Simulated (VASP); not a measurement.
Consider the following.

```
CELL_PARAMETERS angstrom
      4.35097     0.00000     0.00000
      0.00000     4.35097     0.00000
      0.00000     0.00000     4.35097
ATOMIC_POSITIONS crystal
  Co 0.85439 0.64561 0.35439
  Co 0.35439 0.85439 0.64561
  Co 0.14561 0.14561 0.14561
  Co 0.64561 0.35439 0.85439
  Si 0.15687 0.34313 0.65687
  Si 0.65687 0.15687 0.34313
  Si 0.84313 0.84313 0.84313
  Si 0.34313 0.65687 0.15687
```

Computed with LDA (Ceperley-Alder, Perdew-Zunger), VASP's LDA PAW potentials (set 64) (plane waves; VASP). Settings: 400 eV cut-off, Gaussian smearing of 0.050 eV, potentials Co Si.

### Question
Give the energies of bands 17 to 30 at the high-symmetry points, in eV from the Fermi level.

### Answer

```csv
band,Γ,X,M,R,X1
17,-2.42,-2.25,-1.87,-1.42,-2.25
18,-2.42,-2.25,-1.87,-1.42,-2.25
19,-2.42,-1.84,-1.82,-1.42,-1.84
20,-0.95,-1.84,-1.82,-1.42,-1.84
21,-0.95,-1.10,-1.58,-1.30,-1.10
22,-0.95,-1.10,-1.58,-1.30,-1.10
23,-0.82,-0.67,-1.05,-1.30,-0.67
24,-0.82,-0.67,-1.05,-1.30,-0.67
25,0.03,-0.50,-0.01,-0.22,-0.50
26,0.03,-0.50,-0.01,-0.22,-0.50
27,0.03,1.11,0.68,-0.22,1.11
28,2.78,1.11,0.68,-0.22,1.11
29,2.78,1.70,2.25,5.78,1.70
30,2.78,1.70,2.25,5.78,1.70
```

It has no gap at this level: it comes out as a metal or semimetal.

The compound is CoSi in the B20 structure. It was relaxed first, which changed the volume by -6 %. The run is not spin-polarised, so no magnetic state was tried.
